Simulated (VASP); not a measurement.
Data:

```yaml
crystal:
  lattice:
    - [1.51955, -2.63194, 0.00000]
    - [1.51955, 2.63194, 0.00000]
    - [0.00000, 0.00000, 3.43012]
  atoms:
    - { symbol: Mg, position: [0.00000, 0.00000, 0.00000] }
    - { symbol: B, position: [0.33333, 0.66667, 0.50000] }
    - { symbol: B, position: [0.66667, 0.33333, 0.50000] }
```

These are LDA (Ceperley-Alder, Perdew-Zunger), VASP's LDA PAW potentials (set 64) (plane waves; VASP) values and carry that method's errors. Settings: 650 eV cut-off, 10×10×8 Γ-centred mesh, first-order Methfessel-Paxton smearing of 0.10 eV, potentials Mg B.

Finite-difference elastic constants of metals are sensitive to mesh and smearing; shear constants can be off by tens of GPa.

Task: Give the elastic stiffness tensor with the ions relaxed (GPa, in the frame of the cell).

Result: 
|  | xx | yy | zz | yz | xz | xy |
|---|---|---|---|---|---|---|
| xx | 450 | 53.0 | 60.7 | 0.0 | 0.0 | 0.0 |
| yy | 53.0 | 450 | 60.7 | 0.0 | 0.0 | 0.0 |
| zz | 60.7 | 60.7 | 256 | 0.0 | 0.0 | 0.0 |
| yz | 0.0 | 0.0 | 0.0 | 87.0 | 0.0 | 0.0 |
| xz | 0.0 | 0.0 | 0.0 | 0.0 | 87.0 | 0.0 |
| xy | 0.0 | 0.0 | 0.0 | 0.0 | 0.0 | 198 |

Task: What does the run give for the Hill bulk modulus, Hill shear modulus, Young's modulus, Poisson's ratio?

Result: 
```yaml
hill_bulk_modulus: 162 GPa
hill_shear_modulus: 130 GPa
Young's modulus: 309 GPa
Poisson's ratio: 0.183
```

The compound is MgB2 in the AlB2 type structure. It was relaxed first, which changed the volume by -6 %.
